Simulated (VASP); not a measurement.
Calculation: PBEsol GGA, VASP's PBE PAW potentials (set 64) (plane waves; VASP 6.6.1).

Gaps are without spin-orbit coupling.

The volume per atom is 10.68 Å^3/atom and the band gap (over mesh and band path) is 0.14 eV. The smallest direct gap (over mesh and band path) is 0.16 eV.

Task: Which relaxed crystal gives these values?
A. FeSi, P2_13 (198)
B. Mg4Te3S, Pmm2 (25)
C. Ta2O5, Pmmn (59)
D. NaHF2, R-3m (166)

Result: A, FeSi, P2_13 (198)
